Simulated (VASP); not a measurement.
Energy against volume of MgH2 (rutile). These are PBE GGA with D3 dispersion (Becke-Johnson damping), VASP's PBE PAW potentials (set 64) (plane waves; VASP) values and carry that method's errors. Settings: 520 eV cut-off, 5×5×7 Γ-centred mesh, Gaussian smearing of 0.050 eV, potentials Mg H.

Shape and ions are relaxed at each volume.

```tsv
V (Å³/atom)	E (eV/atom)
9.453	-3.07861
9.745	-3.08028
10.038	-3.07905
10.330	-3.07527
```

Problem. Fit these four points and predict the energy of the run at 9.161 Å³/atom.

Solution. A cubic in V^(−2/3), the third-order Birch-Murnaghan form, passes through the four points with V0 = 9.76 Å³/atom and B0 = 53 GPa, and gives -3.0737 eV/atom there. The run gave -3.0736 eV/atom, +0.0 meV/atom from the fit; all five points give B0 = 53 GPa.

The compound is MgH2 in the rutile structure. It was relaxed first, which changed the volume by -5 %.
